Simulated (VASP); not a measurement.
Set up this calculation in VASP 6.6.1, as the native input.

```yaml
Task: band structure
Functional: r2SCAN
Potentials_or_basis: VASP PAW PBE potentials, release 64 (Zn, Hg, O)
Cutoff: 520 eV
k_mesh: 5 × 5 × 6
Occupations: fermi-dirac, width 0.05 eV
Spin: spin-orbit coupling, no magnetisation
Further_INCAR_settings: ALGO = Normal; EDIFF = 1e-07; NBANDS = 50
```

The structure of ZnHgO2 lies in POSCAR:

```
ZnHgO2
1.0
    4.0092200000      0.0000000000      0.0000000000
    0.0000000000      4.0092200000      0.0000000000
    0.0000000000      0.0000000000      3.3045900000
Zn Hg O
1 1 2
Direct
    0.0000000000      0.0000000000      0.0000000000
    0.5000000000      0.5000000000      0.5000000000
    0.5000000000      0.0000000000      0.0000000000
    0.0000000000      0.5000000000      0.0000000000
```

The cell was built by a generator and needn't be a form met in nature.

These files were run (other wordings do the same):

INCAR

```
  PREC = Accurate
  ENCUT = 520
  EDIFF = 1E-7
  ISMEAR = -1
  SIGMA = 0.05
  LREAL = F
  LASPH = T
  NELM = 80
  ALGO = Normal
  ISIF = 2
  LWAVE = F
  LCHARG = F
  MAGMOM = 0 0 0 0 0 0 0 0 0 0 0 0
  LORBIT = 11
  LSORBIT = T
  GGA_COMPAT = F
  METAGGA = R2SCAN
  LMIXTAU = T
  NBANDS = 50
```

KPOINTS

```
Automatic mesh
0
Gamma
  5 5 6
```

KPOINTS_OPT

```
path GXMGZRAZ,XR,MA
20
line-mode
reciprocal
 0.0000000000  0.0000000000  0.0000000000  G
 0.0000000000  0.5000000000  0.0000000000  X

 0.0000000000  0.5000000000  0.0000000000  X
 0.5000000000  0.5000000000  0.0000000000  M

 0.5000000000  0.5000000000  0.0000000000  M
 0.0000000000  0.0000000000  0.0000000000  G

 0.0000000000  0.0000000000  0.0000000000  G
 0.0000000000  0.0000000000  0.5000000000  Z

 0.0000000000  0.0000000000  0.5000000000  Z
 0.0000000000  0.5000000000  0.5000000000  R

 0.0000000000  0.5000000000  0.5000000000  R
 0.5000000000  0.5000000000  0.5000000000  A

 0.5000000000  0.5000000000  0.5000000000  A
 0.0000000000  0.0000000000  0.5000000000  Z

 0.0000000000  0.5000000000  0.0000000000  X
 0.0000000000  0.5000000000  0.5000000000  R

 0.5000000000  0.5000000000  0.0000000000  M
 0.5000000000  0.5000000000  0.5000000000  A
```

Potentials or basis: VASP PAW PBE potentials, release 64 (Zn, Hg, O).

Command:

```sh
$ cat potpaw_PBE.64/Zn/POTCAR potpaw_PBE.64/Hg/POTCAR potpaw_PBE.64/O/POTCAR > POTCAR
$ mpirun -np 1 vasp_ncl > vasp.out
```

It gave:

```json
{
  "Pressure": "-4.5 GPa",
  "Valence electrons inside the program's atomic spheres": "Zn 10.73; Hg 10.23; O 4.94"
}
```

Caveat: the PAW data sets were made with another functional, which shifts forces and pressure a little.

Run time: 51 min on 1 thread of Intel(R) Xeon(R) Platinum 8488C (Sapphire Rapids), on a shared host, peak memory 0.43 GiB.
